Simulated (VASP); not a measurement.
All values below come from PBE GGA, VASP's PBE PAW potentials (set 64) (plane waves; VASP).

A VASP calculation is set up with these files.

### KPOINTS
```
Automatic
0
G
15 15 15
```

POSCAR:
```
Ag
1.0
  0.0000000000   2.0734843658   2.0734843658
  2.0734843658   0.0000000000   2.0734843658
  2.0734843658   2.0734843658   0.0000000000
Ag
1
Cartesian
  4.1469687316   4.1469687316   4.1469687316
```

**INCAR**
```
SYSTEM  =  Ag
PREC  =  Accurate; ENCUT  =  500; LREAL  =  .False.
LASPH  =  .True.
EDIFF  =  1E-6; NELM  =  100; ALGO  =  Normal
LMAXMIX  =  4
ISMEAR  =  1; SIGMA  =  0.1
GGA  =  PE
IBRION  =  2; NSW  =  40; ISIF  =  3
EDIFFG  =  -0.02
LWAVE  =  .False.; LCHARG  =  .False.
```

POTCAR, in this order: Ag (PBE.64 set). Program: vasp_std.

Problem. What will the output report for the number of irreducible k-points (NKPTS), largest plane-wave count, number of space-group operations, FFT grid (NGX, NGY, NGZ)?

Solution. 
```yaml
number of irreducible k-points (NKPTS): 120
largest_plane_wave_count: 465
number_of_space_group_operations: 48
FFT grid (NGX, NGY, NGZ): 24 × 24 × 24
```

The compound is Ag in the fcc structure. It was relaxed first.
